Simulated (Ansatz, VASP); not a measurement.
# Ge17H15: VASP beside Ansatz, part 2 of 3

Aim: how closely do two programs agree when they are given the same cell, functional and k mesh? Of the first pair: The structure shown is frame 45 of Ansatz's trajectory.

VASP 6.6.1 and Ansatz 0.2.0.

So far: The starting structure; Ansatz: dynamics, revPBE; VASP: single point, revPBE, pair 1.

## (4) Comparison

Known differences besides the potentials themselves: the cutoff is 420 eV in Ansatz and 410 eV in VASP (PREC = Accurate, projectors in real space); Ansatz makes its cores anew for this functional, VASP keeps those of its PBE data sets. Total energies have different zeros and are not compared.

Forces on 10 of the 64 atoms, those with the largest forces and the largest differences (eV/Å; atoms numbered as in POSCAR):

| atom | Ansatz x, y, z | VASP x, y, z |
| --- | --- | --- |
| Ge1 | -0.734, -1.712, -0.118 | -0.737, -1.723, -0.126 |
| Ge7 | -0.571, -0.192, 0.272 | -0.564, -0.146, 0.247 |
| Ge16 | 2.068, -0.756, 0.727 | 2.063, -0.778, 0.732 |
| Ge18 | -0.724, -1.116, -1.315 | -0.722, -1.113, -1.313 |
| Ge30 | 0.300, -2.500, -0.489 | 0.320, -2.508, -0.485 |
| Ge31 | 0.354, 1.568, 0.980 | 0.380, 1.576, 0.961 |
| Ge32 | 1.704, -1.696, -0.364 | 1.703, -1.700, -0.348 |
| Ge33 | -0.280, 1.907, 0.584 | -0.256, 1.911, 0.569 |
| H37 | 0.497, -0.330, 0.052 | 0.464, -0.308, 0.034 |
| H41 | 0.725, 0.446, -0.371 | 0.686, 0.422, -0.355 |

The forces differ by 15 meV/Å r.m.s., which is 2.4 % of the r.m.s. force of 0.627 eV/Å (both taken over all components). With vacuum in the cell, a pressure given here is an average over mostly empty space and none of the material.

## (5) Ansatz: dynamics, revPBE

One frame of this run of dynamics is then solved in both programs, so the motion causes no difference.

The structure compared here is frame 91 of Ansatz's trajectory.

input.yaml reads:

```yaml
crystal:
  lattice:
    - [19.5001, 0.0, 0.0]
    - [0.0, 18.8146, 0.0]
    - [0.0, 0.0, 9.79994]
  atoms:
    - { symbol: Ge, position: [0.39715, 0.31728, 3.0e-05] }
    - { symbol: Ge, position: [0.39629, 0.31385, 0.25061] }
    - { symbol: Ge, position: [0.39828, 0.43967, 0.33231] }
    - { symbol: Ge, position: [0.39759, 0.4374, 0.58465] }
    - { symbol: Ge, position: [0.29378, 0.37627, 0.66533] }
    - { symbol: Ge, position: [0.29269, 0.37703, 0.91797] }
    - { symbol: Ge, position: [0.39706, 0.68407, 0.00021] }
    - { symbol: Ge, position: [0.39706, 0.68491, 0.24925] }
    - { symbol: Ge, position: [0.29641, 0.50061, 0.99914] }
    - { symbol: Ge, position: [0.29422, 0.49898, 0.24883] }
    - { symbol: Ge, position: [0.29476, 0.62472, 0.33524] }
    - { symbol: Ge, position: [0.29442, 0.6243, 0.58555] }
    - { symbol: Ge, position: [0.3944, 0.56085, 0.66539] }
    - { symbol: Ge, position: [0.39621, 0.56119, 0.91461] }
    - { symbol: Ge, position: [0.6021, 0.315, 0.99969] }
    - { symbol: Ge, position: [0.60182, 0.31505, 0.25184] }
    - { symbol: Ge, position: [0.60268, 0.43809, 0.33396] }
    - { symbol: Ge, position: [0.60273, 0.43672, 0.58447] }
    - { symbol: Ge, position: [0.50042, 0.37835, 0.66703] }
    - { symbol: Ge, position: [0.5008, 0.37599, 0.92077] }
    - { symbol: Ge, position: [0.60369, 0.68511, 0.00082] }
    - { symbol: Ge, position: [0.60214, 0.68442, 0.25034] }
    - { symbol: Ge, position: [0.50044, 0.49959, 0.0004] }
    - { symbol: Ge, position: [0.50081, 0.4989, 0.24995] }
    - { symbol: Ge, position: [0.49981, 0.62093, 0.3352] }
    - { symbol: Ge, position: [0.49878, 0.62361, 0.58361] }
    - { symbol: Ge, position: [0.60307, 0.56234, 0.66498] }
    - { symbol: Ge, position: [0.6022, 0.56249, 0.91771] }
    - { symbol: Ge, position: [0.7046, 0.37579, 0.66755] }
    - { symbol: Ge, position: [0.70486, 0.37865, 0.91552] }
    - { symbol: Ge, position: [0.70483, 0.4989, 0.99814] }
    - { symbol: Ge, position: [0.7052, 0.50101, 0.25109] }
    - { symbol: Ge, position: [0.70383, 0.62146, 0.33493] }
    - { symbol: Ge, position: [0.70557, 0.62268, 0.5819] }
    - { symbol: H, position: [0.39742, 0.23816, 0.94967] }
    - { symbol: H, position: [0.33437, 0.27853, 0.30288] }
    - { symbol: H, position: [0.46174, 0.27624, 0.30297] }
    - { symbol: H, position: [0.29587, 0.30042, 0.61492] }
    - { symbol: H, position: [0.23191, 0.41683, 0.6117] }
    - { symbol: H, position: [0.23035, 0.3391, 0.97131] }
    - { symbol: H, position: [0.46355, 0.72422, 0.94641] }
    - { symbol: H, position: [0.33326, 0.72265, 0.95025] }
    - { symbol: H, position: [0.39623, 0.75908, 0.30278] }
    - { symbol: H, position: [0.22958, 0.53636, 0.9512] }
    - { symbol: H, position: [0.23002, 0.45941, 0.30097] }
    - { symbol: H, position: [0.23103, 0.66195, 0.2802] }
    - { symbol: H, position: [0.23077, 0.58431, 0.63215] }
    - { symbol: H, position: [0.29528, 0.69928, 0.63617] }
    - { symbol: H, position: [0.60305, 0.23726, 0.95103] }
    - { symbol: H, position: [0.66647, 0.27848, 0.3041] }
    - { symbol: H, position: [0.53789, 0.27752, 0.30371] }
    - { symbol: H, position: [0.50073, 0.30321, 0.61447] }
    - { symbol: H, position: [0.53737, 0.7217, 0.94875] }
    - { symbol: H, position: [0.6673, 0.72214, 0.94341] }
    - { symbol: H, position: [0.60197, 0.76234, 0.30268] }
    - { symbol: H, position: [0.50119, 0.70042, 0.63283] }
    - { symbol: H, position: [0.76923, 0.41642, 0.61262] }
    - { symbol: H, position: [0.70389, 0.30121, 0.61521] }
    - { symbol: H, position: [0.76809, 0.3375, 0.97227] }
    - { symbol: H, position: [0.77006, 0.53686, 0.94479] }
    - { symbol: H, position: [0.76903, 0.46273, 0.30171] }
    - { symbol: H, position: [0.76826, 0.66106, 0.27892] }
    - { symbol: H, position: [0.76899, 0.58599, 0.63404] }
    - { symbol: H, position: [0.70419, 0.70049, 0.63549] }
kpoints:
  mp_grid: { grid: [1, 1, 1] }
hamiltonian:
  xc: revpbe
scf:
  occupations: { method: gaussian, width: 0.05 }
output:
  forces: true
md:
  timestep: 0.5
  n_steps: 136
  ensemble: nve
  temperature: 600
  initial_velocities: maxwell_boltzmann
  seed: 5241
```

Started as:

```bash
$ ansatz run input.yaml --threads 4 --pin off --max-ram 8192MiB --backend cpu --events-out ev --progress --plain --runs-dir out
```

Numbers of over 12 decimals in the logs are rounded to 6 here.

The log of the run:

```text
[...]
Crystal: 64 atoms, lattice volume = 3595.466 Å³
Basis set: ecut = 420 eV, 70323 PW (Γ), exchange–correlation on 270×256×144 points (8 copies of the dense FFT grid, shifted against one another)
Bands: 317, of which v1, the nominal top of the filled ones, is band 253 counted from 1 (252 counted from 0)
Symmetry: 1 space group operations
k-points: 1
[...]
atom   8  Ge     0.27614194    -1.57480632    -0.59353686
[...]
atom  61  H      1.30917021    -0.54658412     0.31217859
  atom  62  H      0.06654333    -0.11987387     0.05545229
  atom  63  H      0.32743244    -0.41159327    -0.15234802
  atom  64  H     -0.07717274    -0.07298484    -0.05995639
  max |Σ_I F_I| component: 1.25e-4 eV/Å
--- MD trajectory: 136 steps, t = 0.0 → 68.0 fs ---
[...]
conserved energy: peak-to-peak 3.574e-3 eV (5.585e-5 eV/atom) over 68.0 fs
[key lines of the parts left out:]
SCF converged after 8 iterations
Free energy (F): -146638.682877 eV
Fermi energy:    -0.889078 eV
```

## (6) VASP: single point, revPBE, pair 2

The same cell, functional, mesh and smearing now go to VASP, with its own data sets.

INCAR reads:

```
SYSTEM = Ge17H15
PREC = Accurate
ENCUT = 410
EDIFF = 1E-06
NELM = 120
ISMEAR = 0
SIGMA = 0.05
LREAL = Auto
ALGO = Normal
GGA = RE
NBANDS = 304
LORBIT = 11
LWAVE = .FALSE.
LCHARG = .FALSE.
ISIF = 2
LASPH = .TRUE.
GGA_COMPAT = .FALSE.
EFERMI = MIDGAP
NCORE = 2
```

POSCAR reads:

```
Ge17H15
1.0
   19.5001000000      0.0000000000      0.0000000000
    0.0000000000     18.8146000000      0.0000000000
    0.0000000000      0.0000000000      9.7999400000
Ge H
34 30
Direct
    0.3892441577      0.3275541335      0.0090816883
    0.3965774534      0.3140964995      0.2647975396
    0.4001364096      0.4373252687      0.3358183826
    0.3974441157      0.4339555452      0.5775341482
    0.2874190389      0.3779405355      0.6533305306
    0.2785883149      0.3749906987      0.9159545875
    0.3967312988      0.6811412414      0.0021734827
    0.4014543515      0.6901555175      0.2508994953
    0.2916036328      0.5013978506      0.9867101227
    0.2993625674      0.5045230831      0.2429300588
    0.3016805042      0.6198377855      0.3464817132
    0.2943164394      0.6278953579      0.5915342339
    0.4000030769      0.5570408087      0.6549019688
    0.3974236030      0.5611546352      0.9042402300
    0.6071609889      0.3105832704      0.9936183283
    0.6084789309      0.3106098455      0.2414504579
    0.6039610053      0.4375963348      0.3395122827
    0.6063199676      0.4407003072      0.5992893834
    0.4990948764      0.3744964017      0.6680040898
    0.4972641166      0.3755753511      0.9129647733
    0.6052840755      0.6769583196      0.9936122058
    0.5993559007      0.6898047261      0.2407871885
    0.4953359214      0.5050599003      0.0011428641
    0.5030487023      0.4970767383      0.2487872375
    0.4988076984      0.6298140806      0.3334918377
    0.4992487218      0.6305528685      0.5893199346
    0.6013046087      0.5631052481      0.6583611736
    0.5993405162      0.5543301479      0.9058320765
    0.7080373947      0.3733164670      0.6704530844
    0.7078989339      0.3766543004      0.9165872444
    0.6996528223      0.4956788877      0.0112102727
    0.6995605151      0.5047144239      0.2646750898
    0.7046476685      0.6272628703      0.3360020572
    0.7133142907      0.6134863351      0.5959628324
    0.4074235517      0.2500717528      0.9701385927
    0.3216598889      0.2954141996      0.3260938332
    0.4513464034      0.2530481647      0.2996140793
    0.2891062097      0.3027329840      0.5952587465
    0.2254911513      0.4171441327      0.6036363488
    0.2127527551      0.3474216832      0.9903530022
    0.4497925652      0.7300128624      0.9197301208
    0.3212496346      0.7093055393      0.9442914957
    0.3921723478      0.7680790450      0.3088080131
    0.2145322332      0.5319273330      0.9645977424
    0.2328295752      0.4729996917      0.2988079519
    0.2371064764      0.6630329638      0.3001957155
    0.2353321265      0.5945170240      0.6849939898
    0.3093984133      0.7027255429      0.6443304755
    0.6279096005      0.2396755711      0.9217709496
    0.6841759786      0.2944893859      0.2663179570
    0.5645253101      0.2678451841      0.3407571883
    0.5062948395      0.2921614066      0.6267895518
    0.5737150066      0.7340575936      0.9094647518
    0.6847605910      0.6969959500      0.9964550803
    0.6174532438      0.7675422278      0.2912262728
    0.5025256281      0.7108362655      0.6269528181
    0.7765908893      0.3977017848      0.6030649167
    0.7014425567      0.2944415507      0.6281977237
    0.7671858093      0.3485856728      0.0068224907
    0.7647499244      0.5392833225      0.9622507893
    0.7716421967      0.4674986447      0.2616444590
    0.7749703848      0.6538486069      0.2802976345
    0.7756575607      0.5640991570      0.6089731162
    0.7196373352      0.6818906594      0.6809021280
```

KPOINTS reads:

```
Automatic mesh
0
Gamma
1 1 1
0 0 0
```

The projector-augmented-wave data sets are Ge_d and H (PBE family, release 64).

Started as:

```bash
$ mpirun -np 8 vasp_gam
```

The log of the run:

```text
[banner, memory and clock lines left out]
running    8 mpi-ranks, on    1 nodes
[...]
[... a notice as in an earlier step ...]

 LDA part: xc-table for (Slater+PW92), standard interpolation
 POSCAR, INCAR and KPOINTS ok, starting setup
[...]
entering main loop
       N       E                     dE             d eps       ncg     rms          rms(c)
DAV:   1     0.599389453206E+04    0.59939E+04   -0.23456E+05   720   0.234E+03
DAV:   2     0.991690384864E+03   -0.50022E+04   -0.48862E+04   800   0.552E+02
DAV:   3    -0.131546356861E+03   -0.11232E+04   -0.10905E+04   880   0.215E+02
DAV:   4    -0.241845357345E+03   -0.11030E+03   -0.10935E+03   688   0.735E+01
[...]
DAV:  28    -0.238133772823E+03   -0.63169E-05   -0.25768E-07   424   0.246E-03    0.145E-04
DAV:  29    -0.238133774368E+03   -0.15452E-05   -0.10247E-07   432   0.169E-03    0.121E-04
DAV:  30    -0.238133774962E+03   -0.59389E-06   -0.32994E-08   432   0.125E-03
   1 F= -.23813377E+03 E0= -.23813377E+03  d E =-.196499-171
```

From OUTCAR (step 6):

```text
  Total       -0.2626242      6.5782236      3.0762511      3.0796364     -1.0736342      3.1871377
  in kB       -0.1170281      2.9313250      1.3708095      1.3723181     -0.4784226      1.4202218
  external PRESSURE =       1.3950355 kB  Pullay stress =       0.0000000 kB

 POSITION                                       TOTAL-FORCE (eV/Angst)
 -----------------------------------------------------------------------------------
      7.59030      6.16280      0.08900         0.104665     -0.748125      0.225262
      7.73330      5.90960      2.59500        -0.878434     -0.652209     -0.340900
      7.80270      8.22810      3.29100        -0.005104      0.248482     -0.541365
      7.75020      8.16470      5.65980        -0.214470     -0.013887      0.600515
      5.60470      7.11080      6.40260         0.603596     -0.290659      1.138800
      5.43250      7.05530      8.97630         0.720524      0.339306     -0.358977
      7.73630     12.81540      0.02130        -1.199543      1.151206     -1.319201
      7.82840     12.98500      2.45880        -1.203300      0.307516      0.373351
      5.68630      9.43360      9.66970        -0.902677      0.009459      0.383754
      5.83760      9.49240      2.38070         0.177050     -0.596205     -0.325317
      5.88280     11.66200      3.39550        -0.275943      1.173785     -0.658698
      5.73920     11.81360      5.79700         0.273149     -0.866591      0.922216
      7.80010     10.48050      6.41800        -0.470290      0.873187      0.439799
      7.74980     10.55790      8.86150        -0.642940      0.162366      0.070883
[...]
-----------------------------------------------------------------------------------
    total drift:                                0.000602     -0.032258      0.001548

  FREE ENERGIE OF THE ION-ELECTRON SYSTEM (eV)
  ---------------------------------------------------
  free  energy   TOTEN  =      -238.1337749621 eV

  energy  without entropy=     -238.1337749621  energy(sigma->0) =     -238.13377496

[... 2 parts as in an earlier step ...]
```

## (7) Differences

Forces on 8 of the 64 atoms, those with the largest forces and the largest differences (eV/Å; atoms numbered as in POSCAR):

```
atom          Ansatz x, y, z            VASP x, y, z
 Ge5    0.640, -0.273, 1.168    0.604, -0.291, 1.139
 Ge7   -1.198, 1.131, -1.301   -1.200, 1.151, -1.319
Ge11   -0.250, 1.163, -0.652   -0.276, 1.174, -0.659
Ge18  -0.722, -1.056, -1.108  -0.720, -1.052, -1.106
Ge21    1.698, -0.311, 0.433    1.705, -0.270, 0.411
Ge23   0.603, -1.509, -0.292   0.606, -1.508, -0.294
Ge32   0.978, -0.137, -1.058   0.998, -0.152, -1.060
 H53   -0.596, 0.770, -0.478   -0.578, 0.735, -0.452
```

The forces differ by 17 meV/Å r.m.s., which is 3.2 % of the r.m.s. force of 0.537 eV/Å (both taken over all components). With vacuum in the cell, a pressure given here is an average over mostly empty space and none of the material.

## (8) Ansatz: dynamics, revPBE

One frame of this run of dynamics is then solved in both programs, so the motion causes no difference.

The structure compared here is frame 136 of Ansatz's trajectory.

input.yaml is that of step 5.

Started as:

```bash
$ ansatz run input.yaml --threads 4 --pin off --max-ram 8192MiB --backend cpu --events-out ev --progress --plain --runs-dir out
```

The log of the run:

```text
[...]
Crystal: 64 atoms, lattice volume = 3595.466 Å³
Basis set: ecut = 420 eV, 70323 PW (Γ), exchange–correlation on 270×256×144 points (8 copies of the dense FFT grid, shifted against one another)
Bands: 317, of which v1, the nominal top of the filled ones, is band 253 counted from 1 (252 counted from 0)
Symmetry: 1 space group operations
k-points: 1
[...]
atom   8  Ge     0.27614194    -1.57480632    -0.59353686
[...]
atom  61  H      1.30917021    -0.54658412     0.31217859
  atom  62  H      0.06654333    -0.11987387     0.05545229
  atom  63  H      0.32743244    -0.41159327    -0.15234802
  atom  64  H     -0.07717274    -0.07298484    -0.05995639
  max |Σ_I F_I| component: 1.25e-4 eV/Å
--- MD trajectory: 136 steps, t = 0.0 → 68.0 fs ---
[...]
conserved energy: peak-to-peak 3.574e-3 eV (5.585e-5 eV/atom) over 68.0 fs
[key lines of the parts left out:]
SCF converged after 8 iterations
Free energy (F): -146638.682877 eV
Fermi energy:    -0.889078 eV
```

[end of part 2 of 3]

[Lines on the potential files, build, host, timing and source positions are cut from VASP's logs without a mark.]

[Logs are printed without paths, hosts, clocks, repeated set-up lines and the standing remarks that a program may print on its own settings, such as how far it seeks lower states.]

[Hosts, paths, dates, database ids (printed as entryN), source tags and the programs' standing remarks are cut or masked in the printed files.]
